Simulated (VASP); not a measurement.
# SrTiO3: from the relaxed cell to its vibrations, part 2 of 2

What lattice, stiffness and vibrations does SrTiO3 have at one level of theory? The starting structure is a measured crystal structure from the Crystallography Open Database. All runs use PBEsol.

VASP 6.6.1.

So far. Step 2 (Relaxation): The relaxed cell holds 11.823 Å³ an atom, with a = 3.896 Å (-0.1 % against the database cell). Pressures at 0.985 and 1.015 times this volume, from two more relaxations that aren't shown, give a bulk modulus of 185.7 GPa. Step 3 (Elastic constants): The elastic tensor has C11 = 351.2, C12 = 103.9, C44 = 114.9 GPa; its Hill averages are a bulk modulus of 186.3 and a shear modulus of 118.3 GPa.

### 4. Modes of the relaxed cell

Level of this step: PBEsol; plane waves and PAW (Sr_sv, Ti_sv, O) (VASP).

File INCAR:

```
SYSTEM = SrTiO3
PREC = Accurate
ENCUT = 560
EDIFF = 1E-08
NELM = 100
ISMEAR = 0
SIGMA = 0.03
LREAL = .FALSE.
ALGO = Normal
GGA = PS
NBANDS = 26
LASPH = .TRUE.
LORBIT = 11
LWAVE = .FALSE.
LCHARG = .FALSE.
KPAR = 8
IBRION = 8
LEPSILON = .TRUE.
LPEAD = .TRUE.
ISIF = 2
```

File POSCAR:

```
SrTiO3
1.0
    3.8955232959      0.0000000000      0.0000000000
    0.0000000000      3.8955232959      0.0000000000
    0.0000000000      0.0000000000      3.8955232959
Sr Ti O
1 1 3
Direct
    0.5000000000      0.5000000000      0.5000000000
    0.0000000000      0.0000000000      0.0000000000
    0.0000000000      0.0000000000      0.5000000000
    0.0000000000      0.5000000000      0.0000000000
    0.5000000000      0.0000000000      0.0000000000
```

File KPOINTS:

```
Automatic mesh
0
Gamma
10 10 10
0 0 0
```

Potentials, in the order of the species: Sr_sv, Ti_sv and O (PBE family, release 64).

On the command line:

```bash
$ mpirun -np 8 vasp_std
```

Output:

```text
[... set-up lines as in an earlier step ...]
 entering main loop
       N       E                     dE             d eps       ncg     rms          rms(c)
DAV:   1     0.443841255262E+03    0.44384E+03   -0.21910E+04  2912   0.176E+03
DAV:   2    -0.724026199760E+01   -0.45108E+03   -0.43630E+03  3386   0.470E+02
DAV:   3    -0.490372951983E+02   -0.41797E+02   -0.41189E+02  3306   0.144E+02
DAV:   4    -0.515879988937E+02   -0.25507E+01   -0.25477E+01  5024   0.303E+01
[...]
DAV:  18    -0.420182823834E+02   -0.25620E-07   -0.14202E-07  3798   0.429E-03    0.685E-04
DAV:  19    -0.420182823944E+02   -0.10973E-07   -0.82167E-09  2070   0.882E-04    0.212E-04
DAV:  20    -0.420182823911E+02    0.33660E-08   -0.27126E-09  1866   0.541E-04
   1 F= -.42018282E+02 E0= -.42018282E+02  d E =-.204346E-52
 Linear response reoptimize wavefunctions to high precision
DAV:   1    -0.420182823892E+02    0.18827E-08   -0.11468E-09  1952   0.217E-04
DAV:   2    -0.420182823892E+02   -0.33651E-10   -0.37996E-10  1786   0.112E-04
 Linear response to external field (no local field effect), progress :
[...]
RMM:  20    -0.367972502268E+00   -0.31768E-06   -0.29345E-07 27394   0.978E-04    0.186E-03
 first order change of Fermi-energy   0.24720E-01
 force on displaced ion       3 direction 1 :  -3.968   0.000   0.000
 Born effective charge ion    3 direction 1 :  -2.038   0.000   0.000
 Linear response progress:
  Degree of freedom:   4/  4
       N       E                     dE             d eps       ncg     rms          rms(c)
RMM:   1    -0.382987866804E+00   -0.38299E+00    0.22090E-01 13674   0.333E+00
RMM:   2    -0.370180178234E+00    0.12808E-01   -0.16538E-02 12106   0.791E-01    0.169E-01
RMM:   3    -0.372414579534E+00   -0.22344E-02   -0.68472E-03 12772   0.323E-01    0.920E-02
RMM:   4    -0.374445032196E+00   -0.20305E-02   -0.24938E-03 12917   0.210E-01    0.294E-02
[...]
RMM:  21    -0.374814666801E+00   -0.16274E-07   -0.91762E-07 16129   0.689E-04    0.176E-05
RMM:  22    -0.374814668415E+00   -0.16141E-08   -0.47850E-07 15622   0.681E-04    0.199E-05
RMM:  23    -0.374814685938E+00   -0.17522E-07   -0.78751E-07 15930   0.676E-04    0.168E-05
 first order change of Fermi-energy   0.94712E-03
 force on displaced ion       3 direction 3 :   0.000   0.000 -11.754
 Born effective charge ion    3 direction 3 :   0.000   0.000  -5.820
 Born effective charges drift removed
 Linear response finished
```

It took 15 min on 8 MPI ranks of AMD EPYC 7R43, shared host; peak memory 7.6 GiB; 2 h of CPU time.

Parts of OUTCAR (step 4):

```text
  Total        0.0035199      0.0035199      0.0035199      0.0000000     -0.0000000      0.0000000
  in kB        0.0953990      0.0953990      0.0953990      0.0000000     -0.0000000      0.0000000
  external PRESSURE =       0.0953990 kB  Pullay stress =       0.0000000 kB

 POSITION                                       TOTAL-FORCE (eV/Angst)
 -----------------------------------------------------------------------------------
      1.94776      1.94776      1.94776         0.000000      0.000000      0.000000
      0.00000      0.00000      0.00000         0.000000      0.000000      0.000000
      0.00000      0.00000      1.94776         0.000000      0.000000      0.000000
      0.00000      1.94776      0.00000         0.000000      0.000000      0.000000
      1.94776      0.00000      0.00000         0.000000      0.000000      0.000000
 -----------------------------------------------------------------------------------
    total drift:                               -0.000000     -0.000000      0.000000

 MACROSCOPIC STATIC DIELECTRIC TENSOR (including local field effects in DFT)
 ------------------------------------------------------
           6.352008     0.000000    -0.000000
          -0.000000     6.352008    -0.000000
          -0.000000     0.000000     6.352008
 ------------------------------------------------------

 MACROSCOPIC STATIC DIELECTRIC TENSOR IONIC CONTRIBUTION
 ------------------------------------------------------
           5.055666    -0.000000     0.000000
          -0.000000     5.055666    -0.000000
           0.000000    -0.000000     5.055666
 ------------------------------------------------------

[... 1 part as in an earlier step ...]

[... 1 further part left out ...]
```

The zone-centre modes at 11.823 Å³ an atom are T1u (3) 533.7, T2u 227.5, T1u (2) 157.9, T1u (1) -60.3 cm⁻¹.

### 5. Modes at 0.97 of that volume

Shape and positions were first relaxed at this volume, in a run that isn't shown.

INCAR is that of step 4.

POSCAR, as its differences from that of step 4:

```diff
@@ -2,5 +2,5 @@
 1.0
-    3.8955232959      0.0000000000      0.0000000000
-    0.0000000000      3.8955232959      0.0000000000
-    0.0000000000      0.0000000000      3.8955232959
+    3.8561718853      0.0000000000      0.0000000000
+    0.0000000000      3.8561718853      0.0000000000
+    0.0000000000      0.0000000000      3.8561718853
 Sr Ti O
```

KPOINTS is that of step 4.

On the command line:

```bash
$ mpirun -np 8 vasp_std
```

Output:

```text
[... set-up lines as in an earlier step ...]
 entering main loop
       N       E                     dE             d eps       ncg     rms          rms(c)
DAV:   1     0.443951071041E+03    0.44395E+03   -0.22091E+04  2912   0.177E+03
DAV:   2    -0.568635659116E+01   -0.44964E+03   -0.43390E+03  3350   0.470E+02
DAV:   3    -0.489220124996E+02   -0.43236E+02   -0.42965E+02  3350   0.146E+02
DAV:   4    -0.514216192597E+02   -0.24996E+01   -0.24958E+01  4906   0.300E+01
[...]
DAV:  18    -0.419830011554E+02   -0.13524E-07   -0.15902E-07  3662   0.472E-03    0.604E-04
DAV:  19    -0.419830011688E+02   -0.13465E-07   -0.76030E-09  2120   0.820E-04    0.167E-04
DAV:  20    -0.419830011661E+02    0.26994E-08   -0.27245E-09  1870   0.421E-04
   1 F= -.41983001E+02 E0= -.41983001E+02  d E =-.184477E-41
 Linear response reoptimize wavefunctions to high precision
DAV:   1    -0.419830011637E+02    0.24111E-08   -0.10591E-09  1868   0.243E-04
DAV:   2    -0.419830011637E+02   -0.13642E-10   -0.41365E-10  1774   0.114E-04
 Linear response to external field (no local field effect), progress :
[...]
RMM:  16    -0.368161779672E+00   -0.29862E-06   -0.97146E-07 26169   0.159E-03    0.134E-03
 first order change of Fermi-energy   0.31496E-01
 force on displaced ion       3 direction 1 :  -4.067   0.000   0.000
 Born effective charge ion    3 direction 1 :  -2.049   0.000   0.000
 Linear response progress:
  Degree of freedom:   4/  4
       N       E                     dE             d eps       ncg     rms          rms(c)
RMM:   1    -0.385348182346E+00   -0.38535E+00    0.20555E-01 13720   0.341E+00
RMM:   2    -0.370565520917E+00    0.14783E-01   -0.17198E-02 12169   0.810E-01    0.174E-01
RMM:   3    -0.372958598872E+00   -0.23931E-02   -0.74073E-03 12737   0.331E-01    0.945E-02
RMM:   4    -0.375039834093E+00   -0.20812E-02   -0.25174E-03 12907   0.211E-01    0.300E-02
[...]
RMM:  66    -0.375447919986E+00   -0.33596E-09   -0.62374E-07 14419   0.585E-04    0.721E-06
RMM:  67    -0.375447919412E+00    0.57418E-09   -0.31592E-07 14433   0.585E-04    0.590E-06
RMM:  68    -0.375447933368E+00   -0.13956E-07   -0.57429E-07 15498   0.585E-04    0.701E-06
 first order change of Fermi-energy  -0.19775E-01
 force on displaced ion       3 direction 3 :   0.000  -0.000 -14.443
 Born effective charge ion    3 direction 3 :   0.000   0.000  -5.788
 Born effective charges drift removed
 Linear response finished
```

It took 18 min on 8 MPI ranks; peak memory 7.8 GiB.

Parts of OUTCAR (step 5):

```text
  Total        2.1625027      2.1625027      2.1625027      0.0000000      0.0000000     -0.0000000
  in kB       60.4224160     60.4224160     60.4224160      0.0000000      0.0000000     -0.0000000
  external PRESSURE =      60.4224160 kB  Pullay stress =       0.0000000 kB

 POSITION                                       TOTAL-FORCE (eV/Angst)
 -----------------------------------------------------------------------------------
      1.92809      1.92809      1.92809         0.000000      0.000000      0.000000
      0.00000      0.00000      0.00000         0.000000      0.000000      0.000000
      0.00000      0.00000      1.92809         0.000000      0.000000      0.000000
      0.00000      1.92809      0.00000         0.000000      0.000000      0.000000
      1.92809      0.00000      0.00000         0.000000      0.000000      0.000000
 -----------------------------------------------------------------------------------
    total drift:                                0.000000     -0.000000      0.000000

 MACROSCOPIC STATIC DIELECTRIC TENSOR (including local field effects in DFT)
 ------------------------------------------------------
           6.302255     0.000000     0.000000
           0.000000     6.302255     0.000000
          -0.000000    -0.000000     6.302255
 ------------------------------------------------------

 MACROSCOPIC STATIC DIELECTRIC TENSOR IONIC CONTRIBUTION
 ------------------------------------------------------
         280.190392    -0.000000     0.000000
          -0.000000   280.190392    -0.000000
           0.000000    -0.000000   280.190392
 ------------------------------------------------------

[... 1 part as in an earlier step ...]

[... 1 further part left out ...]
```

The zone-centre modes at 11.468 Å³ an atom are T1u (3) 570.8, T2u 230.7, T1u (2) 176.3, T1u (1) 90.5 cm⁻¹.

### 6. Modes at 1.03 of that volume

Shape and positions were first relaxed at this volume, in a run that isn't shown.

INCAR is that of step 5.

POSCAR, as its differences from that of step 5:

```diff
@@ -2,5 +2,5 @@
 1.0
-    3.8561718853      0.0000000000      0.0000000000
-    0.0000000000      3.8561718853      0.0000000000
-    0.0000000000      0.0000000000      3.8561718853
+    3.9340953420      0.0000000000      0.0000000000
+    0.0000000000      3.9340953420      0.0000000000
+    0.0000000000      0.0000000000      3.9340953420
 Sr Ti O
```

KPOINTS is that of step 5.

On the command line:

```bash
$ mpirun -np 8 vasp_std
```

Output:

```text
[... set-up lines as in an earlier step ...]
 entering main loop
       N       E                     dE             d eps       ncg     rms          rms(c)
DAV:   1     0.437511551196E+03    0.43751E+03   -0.21795E+04  2912   0.174E+03
DAV:   2    -0.542285902369E+01   -0.44293E+03   -0.42692E+03  3376   0.467E+02
DAV:   3    -0.492314593711E+02   -0.43809E+02   -0.43358E+02  3420   0.144E+02
DAV:   4    -0.516888268968E+02   -0.24574E+01   -0.24540E+01  4936   0.296E+01
[...]
DAV:  18    -0.419918451950E+02   -0.36265E-07   -0.80811E-08  4062   0.230E-03    0.114E-03
DAV:  19    -0.419918452194E+02   -0.24460E-07   -0.11639E-08  1998   0.118E-03    0.285E-04
DAV:  20    -0.419918452264E+02   -0.69358E-08   -0.88970E-09  1812   0.638E-04
   1 F= -.41991845E+02 E0= -.41991845E+02  d E =-.776395E-21
 Linear response reoptimize wavefunctions to high precision
DAV:   1    -0.419918452223E+02    0.40545E-08   -0.10240E-09  1812   0.297E-04
DAV:   2    -0.419918452223E+02    0.31832E-11   -0.23504E-10  1770   0.108E-04
 Linear response to external field (no local field effect), progress :
[...]
RMM:  19    -0.367802684239E+00    0.17625E-06    0.11054E-07 27908   0.109E-03    0.181E-03
 first order change of Fermi-energy   0.36159E-02
 force on displaced ion       3 direction 1 :  -3.925   0.000   0.000
 Born effective charge ion    3 direction 1 :  -2.027   0.000   0.000
 Linear response progress:
  Degree of freedom:   4/  4
       N       E                     dE             d eps       ncg     rms          rms(c)
RMM:   1    -0.380856645142E+00   -0.38086E+00    0.23453E-01 13608   0.326E+00
RMM:   2    -0.369786404296E+00    0.11070E-01   -0.15714E-02 12039   0.773E-01    0.164E-01
RMM:   3    -0.371916369310E+00   -0.21300E-02   -0.64488E-03 12807   0.312E-01    0.897E-02
RMM:   4    -0.373872778086E+00   -0.19564E-02   -0.24260E-03 12922   0.207E-01    0.289E-02
[...]
RMM:  19    -0.374214870183E+00   -0.15718E-07   -0.10109E-06 16385   0.747E-04    0.198E-05
RMM:  20    -0.374214868632E+00    0.15509E-08   -0.30476E-07 15973   0.727E-04    0.229E-05
RMM:  21    -0.374214867341E+00    0.12913E-08   -0.66174E-07 15775   0.712E-04    0.214E-05
 first order change of Fermi-energy  -0.51199E-02
 force on displaced ion       3 direction 3 :   0.000   0.000  -9.376
 Born effective charge ion    3 direction 3 :   0.000   0.000  -5.855
 Born effective charges drift removed
 Linear response finished
```

The job ended after 14 min (8 MPI ranks; peak memory 7.9 GiB; 1.9 h of CPU time).

OUTCAR, selected parts (step 6):

```text
  Total       -1.9453975     -1.9453975     -1.9453975      0.0000000      0.0000000     -0.0000000
  in kB      -51.1899023    -51.1899023    -51.1899023      0.0000000      0.0000000     -0.0000000
  external PRESSURE =     -51.1899023 kB  Pullay stress =       0.0000000 kB

 POSITION                                       TOTAL-FORCE (eV/Angst)
 -----------------------------------------------------------------------------------
      1.96705      1.96705      1.96705         0.000000      0.000000      0.000000
      0.00000      0.00000      0.00000         0.000000      0.000000      0.000000
      0.00000      0.00000      1.96705         0.000000      0.000000      0.000000
      0.00000      1.96705      0.00000         0.000000      0.000000      0.000000
      1.96705      0.00000      0.00000         0.000000      0.000000      0.000000
 -----------------------------------------------------------------------------------
    total drift:                                0.000000     -0.000000      0.000000

 MACROSCOPIC STATIC DIELECTRIC TENSOR (including local field effects in DFT)
 ------------------------------------------------------
           6.409116     0.000000    -0.000000
          -0.000000     6.409116     0.000000
           0.000000     0.000000     6.409116
 ------------------------------------------------------

 MACROSCOPIC STATIC DIELECTRIC TENSOR IONIC CONTRIBUTION
 ------------------------------------------------------
           2.498961     0.000000    -0.000000
          -0.000000     2.498961     0.000000
          -0.000000     0.000000     2.498961
 ------------------------------------------------------

[... 1 part as in an earlier step ...]

[... 1 further part left out ...]
```

The zone-centre modes at 12.178 Å³ an atom are T1u (3) 503.3, T2u 227.2, T1u (2) 140.9, T1u (1) -135.0 cm⁻¹.

### 7. The runs compared

| run | volume (Å³/atom) | T1u (3) | T2u | T1u (2) | T1u (1) | core minutes |
| --- | --- | --- | --- | --- | --- | --- |
| relaxation | 11.823 | - | - | - | - | 2.8 |
| elastic constants | 11.823 | - | - | - | - | 139.0 |
| modes of the relaxed cell | 11.823 | 533.7 | 227.5 | 157.9 | -60.3 | 121.0 |
| modes at 0.97 of that volume | 11.468 | 570.8 | 230.7 | 176.3 | 90.5 | 145.0 |
| modes at 1.03 of that volume | 12.178 | 503.3 | 227.2 | 140.9 | -135.0 | 114.0 |

Modes are in cm⁻¹, degenerate ones as one, matched by symmetry and order. A number in brackets counts the listed modes of one symmetry from the lowest. The symmetry labels come from an automatic analysis and can be wrong where levels nearly coincide. Core minutes are wall time times ranks of the run shown, on a shared host.

### 8. Results

```
relaxed volume                 : 11.82 Å³/atom
bulk modulus from two volumes  : 186 GPa
Hill shear modulus             : 118 GPa
mode T1u (3)                   : 533.7 cm⁻¹
mode T2u                       : 227.5 cm⁻¹
mode T1u (2)                   : 157.9 cm⁻¹
mode T1u (1)                   : -60.3 cm⁻¹
Grüneisen parameter of T1u (3) : 2.10
Grüneisen parameter of T2u     : 0.25
Grüneisen parameter of T1u (2) : 3.73
```

In words: At the PBEsol level SrTiO3 relaxes to 11.82 Å³ an atom. The bulk modulus is 185.7 GPa from the pressures at two volumes and 186.3 GPa as the Hill average of the elastic tensor, so the two routes agree. The mode Grüneisen parameters, from the cells at 0.97 and 1.03 of the volume, run from 0.25 (T2u) to 3.73 (T1u (2)). Levels that come within 1 cm⁻¹ of another or under 2 cm⁻¹, or whose frequency doesn't run one way with the volume, are left out of this. Soft modes change by more than one parameter describes: T1u (1) goes from 90.5 to -135.0 cm⁻¹ between the two cells. Imaginary modes appear in the modes of the relaxed cell and modes at 1.03 of that volume, given as negative numbers, so the symmetric structure may be unstable. The dielectric constants and Born charges in the logs aren't compared here; at a small gap they can be far off, and in a run without a gap they mean nothing. The frequencies are harmonic, and the splitting of polar modes by their long-range field is left out. All values are for a static lattice. Further runs on this material are not shown.

[Lines on the potential files, build, host, timing and source positions are cut from VASP's logs without a mark.]

[Logs are printed without paths, hosts, clocks, repeated set-up lines and the standing remarks that a program may print on its own settings, such as how far it seeks lower states.]

[Hosts, paths, dates, database ids (printed as entryN), source tags and the programs' standing remarks are cut or masked in the printed files.]
